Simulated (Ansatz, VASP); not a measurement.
**SnTeS: VASP beside Ansatz**

Aim: how closely do two programs agree when they are given the same cell, functional and k mesh? Of the first pair: The structure shown is the start of the Ansatz relaxation below; VASP solves that cell, so the two are compared at the walk's first step.

Calculated with Ansatz 0.2.0; plane waves, with VASP 6.6.1 beside it; single point at PBE.

## (1) The starting structure

The cell holds 3 atoms: 1 Sn, 1 S and 1 Te. Cell: a = 4.051 Å, b = 3.935 Å, c = 30.000 Å, α = 90.0°, β = 90.0°, γ = 121.0°. Vacuum lies along c.

## (2) Ansatz: relaxation, PBE

Ansatz runs on its PAW soft_1 files.

The two programs are compared at the cell with which this relaxation starts, whose forces are those of its first step.

File input.yaml:

```yaml
crystal:
  lattice:
    - [4.0508948914, 0.0, 0.0]
    - [-2.0254474457, 3.3732479654, 0.0]
    - [0.0, 0.0, 30.0]
  atoms:
    - { symbol: Sn, position: [0.0022014789, 0.0044029578, 0.337225334] }
    - { symbol: S, position: [0.3345186853, 0.6690373705, 0.3841307584] }
    - { symbol: Te, position: [0.6632798358, 0.3265596717, 0.2753105741] }
  periodic: [true, true, false]
kpoints:
  mp_grid: { grid: [12, 12, 1] }
hamiltonian:
  xc: pbe
  pseudopotentials: { kind: paw, azcp: { folder: soft_1 } }
scf:
  occupations: { method: methfessel_paxton, width: 0.2 }
output:
  forces: true
  stress: true
  eigenvalues: true
relax:
  adjacent_minimum: "off"
  f_tol: 0.001
  max_steps: 60
```

Started as:

```sh
$ ansatz run input.yaml --threads 8 --pin off --max-ram 16384MiB --backend cpu --events-out ev --progress --plain --runs-dir out
```

Numbers of over 12 decimals in the logs are rounded to 6 here.

Log:

```text
Warning: output.stress: scf.convergence.dr2_threshold = 1e-9 eV (the default of a walk held to its f_tol) is looser than the 3e-10 eV advised for a printed stress (1e-10 eV for each atom of the cell: 3). What an SCF threshold leaves in a stress goes as its square root, and in the free energy as the threshold itself, and one threshold admits the most on a small cell: [figures from the program's tests cut] Every solve  [...]
Engine: ansatz 0.2.0, aarch64-unknown-linux-gnu
Pseudopotentials: kind: paw
Pseudopotential: Sn, paw, valence charge 14, recommended cutoff 420 eV (normal), soft_1/Sn.paw.azcp
Pseudopotential: S, paw, valence charge 6, recommended cutoff 420 eV (normal), soft_1/S.paw.azcp
Pseudopotential: Te, paw, valence charge 16, recommended cutoff 420 eV (normal), soft_1/Te.paw.azcp
Functional definition: PBE
  parameter kappa = 0.804
  parameter beta = 0.066725
  exchange = pbe_x(kappa = kappa, mu = beta*pi^2/3)
  correlation = pbe_c(beta = beta)
Crystal: 3 atoms, lattice volume = 409.940 Å³
Basis set: ecut = 420 eV, 8097 PW (Γ), exchange–correlation on 60×54×432 points (8 copies of the dense FFT grid, shifted against one another)
Bands: 22, of which v1, the nominal top of the filled ones, is band 18 counted from 1 (17 counted from 0)
Symmetry: 2 space group operations
Space group: Cm (ITA 8), of the structure as read, at distance tolerance 7.4e-5 Å
k-points: 43 of 144 (time reversal used)
Non-local potential: Sn, projectors of the file, l = 0: 2, l = 1: 2, l = 2: 2, l = 3: 1
Non-local potential: S, projectors of the file, l = 0: 2, l = 1: 2, l = 2: 1
Non-local potential: Te, projectors of the file, l = 0: 2, l = 1: 2, l = 2: 2, l = 3: 1
PAW form: soft (Blöchl's): semilocal exchange-correlation on the pseudo side does not see the compensation charge
PAW one-centre angular grid: Sn, 590 points (default); XC on 64 Gauss nodes
PAW one-centre angular grid: S, 110 points (default); XC on 64 Gauss nodes
PAW one-centre angular grid: Te, 590 points (default); XC on 64 Gauss nodes
Initial density: superposition of atomic densities (neutral atoms: chi_scale 0, normalization atom)
Initial wavefunctions: pseudopotential atomic-orbital guess
Functional: x = pbe(κ = 0.804, μ = 0.219515), c = pbe(β = 0.066725)
SCF iter   1: F=—  HF=-13907.179037 eV  |F-HF|=—  |Δ(HF+E_count)|=         —  Δρ=1.38e-2  dr2=1.75e0  ethr=3.10e-3  ⟨swp⟩=14.0  Hψ=7674  notcnv=0
preconditioner: auto → LDOS  [metal: Δε(μ)=0.049 eV  Ē_g=8.702 eV  σ=0.200 eV  W_gap=0.20  n_scr=20 (ndim 8)  ℏωp=7.3 eV  f_vac=0.755  D(μ)=1.12/eV (n_scr^D=6)  β→1.0]
SCF iter   2: F=—  HF=-13907.017866 eV  |F-HF|=—  |Δ(HF+E_count)|=   1.61e-1  S|Δr|=    0.00e0  Δρ=1.01e-2  dr2=1.56e0  ethr=3.10e-3  ⟨swp⟩=4.4  Hψ=2406  notcnv=0
SCF iter   3: F=—  HF=-13906.822832 eV  |F-HF|=—  |Δ(HF+E_count)|=   1.95e-1  S|Δr|=    0.00e0  Δρ=1.60e-3  dr2=6.37e-2  ethr=3.10e-3  ⟨swp⟩=3.6  Hψ=1710  notcnv=0
SCF iter   4: F=—  HF=-13906.819426 eV  |F-HF|=—  |Δ(HF+E_count)|=   3.41e-3  S|Δr|=    0.00e0  Δρ=6.31e-4  dr2=2.74e-3  ethr=1.77e-4  ⟨swp⟩=2.4  Hψ=1641  notcnv=0
SCF iter   5: F=—  HF=-13906.818865 eV  |F-HF|=—  |Δ(HF+E_count)|=   5.61e-4  S|Δr|=    0.00e0  Δρ=1.27e-4  dr2=7.36e-5  ethr=7.61e-6  ⟨swp⟩=3.1  Hψ=1872  notcnv=0
SCF iter   6: F=—  HF=-13906.818986 eV  |F-HF|=—  |Δ(HF+E_count)|=   1.21e-4  S|Δr|=    0.00e0  Δρ=3.97e-5  dr2=5.76e-6  ethr=2.05e-7  ⟨swp⟩=3.7  Hψ=2130  notcnv=0
SCF iter   7: F=—  HF=-13906.818996 eV  |F-HF|=—  |Δ(HF+E_count)|=   1.06e-5  S|Δr|=    0.00e0  Δρ=1.12e-5  dr2=9.67e-7  ethr=1.60e-8  ⟨swp⟩=3.2  Hψ=1928  notcnv=0
SCF iter   8: F=-13906.818996 eV  HF=-13906.818996 eV  |F-HF|=1.36e-7  |Δ(HF+E_count)|=   1.95e-7  S|Δr|=    0.00e0  Δρ=3.32e-6  dr2=4.28e-8  ethr=2.78e-10  ⟨swp⟩=11.3  Hψ=6800  notcnv=0
SCF 1 converged in 8 iterations: F = -13906.818996 eV  dr2 = 4.28e-8
  greatest PAW one-centre occupation: 0.998 electrons in one spin orbital (limit 2), on the Te atom at site 2 (counted from 0), in its partial waves of l = 2
relax step   1: F+E_penalty+E_count = -13906.81899617 eV  Δ(F+E_penalty+E_count) = +0.000e0 eV  max|allowed force component| = 5.712e-2 eV/Å  Δτ_max = 0.0000 Å  (8 SCF iters, dr2 threshold 1.00e-7 eV, accepted)
[...]
relax step   2: F+E_penalty+E_count = -13906.81875140 eV  Δ(F+E_penalty+E_count) = +2.448e-4 eV  max|allowed force component| = 9.646e-2 eV/Å  Δτ_max = 0.0179 Å  (5 SCF iters, dr2 threshold 2.04e-7 eV, rejected (line search))
[...]
relax step   3: F+E_penalty+E_count = -13906.81948355 eV  Δ(F+E_penalty+E_count) = -4.874e-4 eV  max|allowed force component| = 1.175e-2 eV/Å  Δτ_max = 0.0086 Å  (5 SCF iters, dr2 threshold 1.00e-7 eV, accepted)
[...]
relax step   4: F+E_penalty+E_count = -13906.81950634 eV  Δ(F+E_penalty+E_count) = -2.279e-5 eV  max|allowed force component| = 7.540e-3 eV/Å  Δτ_max = 0.0019 Å  (4 SCF iters, dr2 threshold 8.63e-9 eV, accepted)
[...]
relax step   5: F+E_penalty+E_count = -13906.81951579 eV  Δ(F+E_penalty+E_count) = -9.449e-6 eV  max|allowed force component| = 4.726e-4 eV/Å  Δτ_max = 0.0016 Å  (4 SCF iters, dr2 threshold 3.55e-9 eV, accepted)
[...]
relax step   6: F+E_penalty+E_count = -13906.81951579 eV  Δ(F+E_penalty+E_count) = -5.111e-10 eV  max|allowed force component| = 4.838e-4 eV/Å  Δτ_max = 0.0000 Å  (2 SCF iters, accepted)
SCF converged after 2 iterations
Stability not checked: this state was not tested for a lower state beside it, because cold or Methfessel-Paxton smearing, or corrected tetrahedra, fill the levels in a way that the test cannot read (fill_not_monotonic; see scf.lower_state_search)
Free energy (F): -13906.819516 eV
Harris-Foulkes:  -13906.819516 eV  (|F-HF|=3.00e-9)
Internal energy: -13906.819023 eV  (E = F + TS)
E sigma→0 (E₀):  -13906.819393 eV
Entropy (-TS):   -0.000493 eV (-0.164 meV/atom)
Fermi energy:    -5.391965 eV
Step filling:    the computed levels leave a gap of 0.0715 eV = 0.4 smearing widths at the electron count; against every level under it full and every level over it empty, smearing changes F+E_penalty+E_count by -0.146 meV and its σ→0 estimate by -0.023 meV
--- Per-component energies (eV) ---
  E_band       = -856.565978
  E_kinetic    = 442.809788
  E_local      = -54122.059679  (includes V_loc(G=0)·N_el)
  E_nonlocal   = 245.203082
  E_hartree    = 26785.280260
  E_xc         = -334.767138
  E_vxc        = -261.653983  (∫ρ·V_xc dr)
  E_paw        = -9650.724363  (= ΣΔE_a)
  E_vpaw       = -731.424816  (= ΣTr[D̂ρ^β])
  E_aug_tail   = 0.000388  (compensation charges beyond the density's cutoff)
  E_ewald      = 22727.438639
  E_smearing   = -0.000493  (= −TS)
  E_closure    = -0.000000  (closes the sum)
  Σ components = -13906.819516   (vs F -13906.819516, Δ=0.00e0)
--- Forces (eV/Å), atoms counted from 1 ---
  atom   1  Sn     0.00000000    -0.00023440     0.00008435
  atom   2  S      0.00000000     0.00048655     0.00007341
  atom   3  Te     0.00000000    -0.00024383    -0.00015537
  max |Σ_I F_I| component: 8.32e-6 eV/Å
--- 2D stress c σ (N/m, compression-positive) ---
       -1.342604       0.000000       0.000000
        0.000000      -0.792305       0.000000
        0.000000       0.000000       0.000000
  P = ½ c Tr σ = -1.0675 N/m
--- Band table (eV; the first three rows and the last of 43) ---
  k-point 0: bands = [... 14 lower, -7.1930, -6.9395, -5.4429, -5.2042, -4.9419, -2.6508, -1.9188, -1.6336]
  k-point 1: bands = [... 14 lower, -7.3371, -6.9444, -5.7730, -5.5087, -4.6243, -2.4355, -1.7632, -1.6034]
  k-point 2: bands = [... 14 lower, -7.6199, -6.8975, -6.7080, -5.6777, -4.3421, -2.5016, -1.4030, -1.0805]
  k-point 42: bands = [... 14 lower, -9.0494, -8.2936, -7.0809, -6.3727, -4.3711, -1.4868, -0.7796, -0.3618]
--- Relaxed structure (6 steps of the walk, 5 accepted, 0 SCFs on fresh bases) ---
  F+E_penalty+E_count = -13906.81951579 eV   max|allowed force component| = 4.838e-4 eV/Å
  cell:  # Å, volume = 409.9402 Å³
    - [4.0508948914, 0.0, 0.0]
    - [-2.0254474457, 3.3732479654, 0.0]
    - [0.0, 0.0, 30.0]
  atoms:
    - { symbol: Sn, position: [0.00284189, 0.00568377, 0.337158] }
    - { symbol: S, position: [0.334745, 0.669491, 0.383900] }
    - { symbol: Te, position: [0.662413, 0.324826, 0.275609] }
```

Reading the cycles: dr2 is the Hartree energy of the density residual (eV), the measure of convergence; HF is the Harris–Foulkes estimate of the energy, which meets the free energy F at convergence.

## (3) VASP: single point, PBE, start cell, pair 1

The same cell, functional, mesh and smearing now go to VASP, with its own data sets.

Lines of VASP's logs that name or quote its potential files are left out, and so is its time.

File INCAR:

```
SYSTEM = SnTeS
PREC = Accurate
ENCUT = 400
EDIFF = 1E-06
NELM = 120
ISMEAR = 1
SIGMA = 0.2
LREAL = .FALSE.
ALGO = Normal
GGA = PE
NBANDS = 19
LORBIT = 11
LWAVE = .FALSE.
LCHARG = .FALSE.
ISIF = 2
LDIPOL = .TRUE.
IDIPOL = 3
DIPOL = 0.5 0.5 0.332
LVHAR = .TRUE.
LASPH = .TRUE.
GGA_COMPAT = .FALSE.
NELMDL = -8
KPAR = 2
```

File POSCAR:

```
SnTeS
1.0
    4.0508948914      0.0000000000      0.0000000000
   -2.0254474457      3.3732479654      0.0000000000
    0.0000000000      0.0000000000     30.0000000000
Sn S Te
1 1 1
Direct
    0.0022014391      0.0044028782      0.3372253333
    0.3345186928      0.6690373857      0.3841307667
    0.6632798732      0.3265597464      0.2753105667
```

File KPOINTS:

```
Automatic mesh
0
Gamma
12 12 1
0 0 0
```

PAW data sets: Sn_d, S and Te (PBE family, release 64).

Started as:

```sh
$ mpirun -np 2 vasp_std
```

Log:

```text
[banner, memory and clock lines left out]
running    2 mpi-ranks, on    1 nodes
 distrk:  each k-point on    1 cores,    2 groups
 distr:  one band on    1 cores,    1 groups

 POSCAR found type information on POSCAR SnS Te
 POSCAR found :  3 types and       3 ions
 LDA part: xc-table for (Slater+PW92), standard interpolation
 POSCAR, INCAR and KPOINTS ok, starting setup
 FFT: planning ... GRIDC
 FFT: planning ... GRID_SOFT
 FFT: planning ... GRID
 WAVECAR not read
 entering main loop
       N       E                     dE             d eps       ncg     rms          rms(c)
DAV:   1     0.157982702634E+03    0.15798E+03   -0.92303E+03  1978   0.824E+02
DAV:   2     0.641566656649E+01   -0.15157E+03   -0.14885E+03  2161   0.205E+02
DAV:   3    -0.113087691546E+02   -0.17724E+02   -0.17651E+02  2149   0.792E+01
DAV:   4    -0.118556553842E+02   -0.54689E+00   -0.54514E+00  2391   0.170E+01
DAV:   5    -0.118669071978E+02   -0.11252E-01   -0.11249E-01  2462   0.216E+00
DAV:   6    -0.118670220891E+02   -0.11489E-03   -0.11489E-03  2422   0.204E-01
DAV:   7    -0.118670270420E+02   -0.49529E-05   -0.49525E-05  2482   0.364E-02
DAV:   8    -0.118670271073E+02   -0.65319E-07   -0.65631E-07  2110   0.458E-03    0.687E+00
DAV:   9    -0.115270230488E+02    0.34000E+00   -0.16332E+00  2145   0.842E+00    0.454E+00
DAV:  10    -0.115392117124E+02   -0.12189E-01   -0.91069E-01  1844   0.459E+00    0.188E+00
DAV:  11    -0.115116606911E+02    0.27551E-01   -0.35988E-01  1994   0.250E+00    0.473E-01
DAV:  12    -0.115097445161E+02    0.19162E-02   -0.21887E-02  2003   0.994E-01    0.378E-01
DAV:  13    -0.115099381463E+02   -0.19363E-03   -0.49805E-03  2257   0.325E-01    0.260E-01
DAV:  14    -0.115098830676E+02    0.55079E-04   -0.33233E-03  2161   0.271E-01    0.133E-01
[...]
DAV:  20    -0.115099260695E+02   -0.38395E-04   -0.41396E-06  1454   0.700E-03    0.836E-03
DAV:  21    -0.115099389142E+02   -0.12845E-04   -0.64324E-07  1832   0.404E-03    0.478E-03
DAV:  22    -0.115099561011E+02   -0.17187E-04   -0.15007E-06  1547   0.416E-03    0.494E-03
DAV:  23    -0.115099604667E+02   -0.43656E-05   -0.19698E-07  1868   0.196E-03    0.294E-03
DAV:  24    -0.115099641159E+02   -0.36492E-05   -0.11834E-07  1755   0.151E-03    0.120E-03
DAV:  25    -0.115099657356E+02   -0.16196E-05   -0.38337E-08  1646   0.872E-04    0.745E-04
DAV:  26    -0.115099671613E+02   -0.14257E-05   -0.21249E-08  1613   0.778E-04    0.102E-03
DAV:  27    -0.115099680099E+02   -0.84861E-06   -0.21674E-08  1710   0.549E-04
   1 F= -.11509968E+02 E0= -.11509759E+02  d E =-.626827E-03
```

Parts of OUTCAR (step 3):

```text
ion  position               nearest neighbor table
   1  0.002  0.004  0.337-   2 2.65   2 2.71   2 2.71   3 2.95   3 2.96   3 2.96
   2  0.335  0.669  0.384-   1 2.65   1 2.71   1 2.71
   3  0.663  0.327  0.275-   1 2.95   1 2.96   1 2.96

  LATTYP: Found a base centered orthorhombic cell.
 ALAT       =     4.0508948914
 B/A-ratio  =     1.6654334688
 C/A-ratio  =     7.4057710220

 Subroutine GETGRP returns: Found  2 space group operations
 (whereof  2 operations were pure point group operations)

The static configuration has the point symmetry C_1h.

 Found     43 irreducible k-points:

   k-points           NKPTS =     43   k-points in BZ     NKDIM =     43   number of bands    NBANDS=     19

   dimension x,y,z NGX =    28 NGY =   28 NGZ =  196
   dimension x,y,z NGXF=    56 NGYF=   56 NGZF=  392

   ENCUT  =  400.0 eV  29.40 Ry    5.42 a.u.   6.61  6.42 48.92*2*pi/ulx,y,z

   NELECT =      26.0000    total number of electrons

 k-points in reciprocal lattice and weights: Automatic mesh
   0.00000000  0.00000000  0.00000000       0.007
   0.08333333  0.00000000  0.00000000       0.028
   0.16666667  0.00000000  0.00000000       0.028
   0.25000000  0.00000000  0.00000000       0.028
   0.33333333  0.00000000  0.00000000       0.028
   0.41666667  0.00000000  0.00000000       0.028
   0.50000000  0.00000000  0.00000000       0.014
   0.00000000  0.08333333  0.00000000       0.014
   0.08333333  0.08333333  0.00000000       0.028
[...]
0.16666667  0.41666667  0.00000000       0.014
   0.00000000  0.50000000  0.00000000       0.007

 dipolmoment           0.000000      0.000000      0.052376 electrons x Angstroem

 average (electrostatic) potential at core
       1-110.5031       2 -94.5702       3 -97.1141

 E-fermi :  -3.1479

 k-point     1 :       0.0000    0.0000    0.0000
  band No.  band energies     occupation
    ...
      8      -9.0148      2.00000
      9      -4.9778      2.00000
     10      -4.9456      2.00000
     11      -4.7148      2.00000
     12      -3.1680      1.16920
     13      -2.9548     -0.04240
     14      -2.7041     -0.00740
     15      -0.4060     -0.00000
     16       0.3142     -0.00000
     17       0.6213     -0.00000
    ...

 k-point     2 :       0.0833    0.0000    0.0000
  band No.  band energies     occupation
    ...
      8      -9.0403      2.00000
      9      -5.3474      2.00000
     10      -5.0297      2.00000
     11      -4.7109      2.00000
     12      -3.6649      2.00157
     13      -3.0262      0.15244
     14      -2.4050     -0.00000
     15      -0.0791     -0.00000
     16       0.3371     -0.00000
     17       0.7158     -0.00000
    ...

 k-point     3 :       0.1667    0.0000    0.0000
  band No.  band energies     occupation
    ...
      9      -6.0560      2.00000
     10      -5.2444      2.00000
     11      -4.7710      2.00000
     12      -4.4555      2.00000
     13      -3.1852      1.30967
     14      -2.0736     -0.00000
     15      -0.1487     -0.00000
     16       0.8940      0.00000
     17       1.1218      0.00000
     18       1.8824      0.00000
    ...

  Total       -1.2719261     -0.7900442     -0.1760440      0.0000000      0.0235421      0.0000000
  in kB       -4.9710939     -3.0877454     -0.6880362      0.0000000      0.0920102      0.0000000
  external PRESSURE =      -2.9156252 kB  Pullay stress =       0.0000000 kB

  energy-cutoff  :      400.00
  volume of cell :      409.94
      direct lattice vectors                 reciprocal lattice vectors
     4.050894891  0.000000000  0.000000000     0.246859034  0.148225095  0.000000000
    -2.025447446  3.373247965  0.000000000     0.000000000  0.296450190  0.000000000
     0.000000000  0.000000000 30.000000000     0.000000000  0.000000000  0.033333333

 POSITION                                       TOTAL-FORCE (eV/Angst)
 -----------------------------------------------------------------------------------
      0.00000      0.01485     10.11676         0.000000      0.021408     -0.007670
     -0.00000      2.25683     11.52392         0.000000     -0.005027     -0.042211
      2.02545      1.10157      8.25932         0.000000     -0.016381      0.049881
 -----------------------------------------------------------------------------------
    total drift:                               -0.000000      0.000206     -0.001331

  FREE ENERGIE OF THE ION-ELECTRON SYSTEM (eV)
  ---------------------------------------------------
  free  energy   TOTEN  =       -11.5099680099 eV

  energy  without entropy=      -11.5093411825  energy(sigma->0) =      -11.50975907

 vacuum level on the upper side and lower side of the slab         2.579         1.886

 total charge
# of ion       s       p       d       tot
------------------------------------------
    1        1.096   0.932  10.063  12.091
    2        1.365   2.278   0.000   3.644
    3        1.398   1.948   0.025   3.371
--------------------------------------------------
tot          3.859   5.159  10.088  19.106

[... 3 further parts left out ...]
```

The run ends at a pressure of -0.29 GPa, with forces up to 0.053 eV/Å.

## (4) Side by side

Known differences besides the potentials themselves: Ansatz cuts the interaction across the vacuum, VASP repeats the sheet with a dipole correction; the data sets hold 36 valence electrons in Ansatz (on its PAW soft_1 files) and 26 in VASP; the cutoff is 420 eV in Ansatz and 400 eV in VASP. Total energies have different zeros and are not compared.

Forces (eV/Å; atoms numbered as in POSCAR):

```
atom         Ansatz x, y, z           VASP x, y, z
 Sn1   0.000, 0.020, -0.011   0.000, 0.021, -0.008
  S2  0.000, -0.003, -0.046  0.000, -0.005, -0.042
 Te3   0.000, -0.017, 0.057   0.000, -0.016, 0.050
```

The forces differ by 3.1 meV/Å r.m.s., which is 12.9 % of the r.m.s. force of 0.024 eV/Å (both taken over all components). With vacuum in the cell, a pressure given here is an average over mostly empty space and none of the material.

## (5) Ansatz: relaxation, PBE

This run makes the geometry at which the two programs are then compared.

The structure compared here is the end of the Ansatz relaxation.

input.yaml is that of step 2.

Started as:

```sh
$ ansatz run input.yaml --threads 8 --pin off --max-ram 16384MiB --backend cpu --events-out ev --progress --plain --runs-dir out
```

Log:

```text
[...]
Crystal: 3 atoms, lattice volume = 409.940 Å³
Basis set: ecut = 420 eV, 8097 PW (Γ), exchange–correlation on 60×54×432 points (8 copies of the dense FFT grid, shifted against one another)
Bands: 22, of which v1, the nominal top of the filled ones, is band 18 counted from 1 (17 counted from 0)
Symmetry: 2 space group operations
[...]
--- Relaxed structure (6 steps of the walk, 5 accepted, 0 SCFs on fresh bases) ---
  F+E_penalty+E_count = -13906.81951579 eV   max|allowed force component| = 4.838e-4 eV/Å
  cell:  # Å, volume = 409.9402 Å³
    - [4.0508948914, 0.0, 0.0]
    - [-2.0254474457, 3.3732479654, 0.0]
    - [0.0, 0.0, 30.0]
  atoms:
    - { symbol: Sn, position: [0.00284189, 0.00568377, 0.337158] }
    - { symbol: S, position: [0.334745, 0.669491, 0.383900] }
    - { symbol: Te, position: [0.662413, 0.324826, 0.275609] }
[key lines of the parts left out:]
SCF converged after 2 iterations
Free energy (F): -13906.819516 eV
Fermi energy:    -5.391965 eV
P = ½ c Tr σ = -1.0675 N/m
```

[end of part 1 of 2]

[Lines on the potential files, build, host, timing and source positions are cut from VASP's logs without a mark.]

[Logs are printed without paths, hosts, clocks, repeated set-up lines and the standing remarks that a program may print on its own settings, such as how far it seeks lower states.]

[Hosts, paths, dates, database ids (printed as entryN), source tags and the programs' standing remarks are cut or masked in the printed files.]
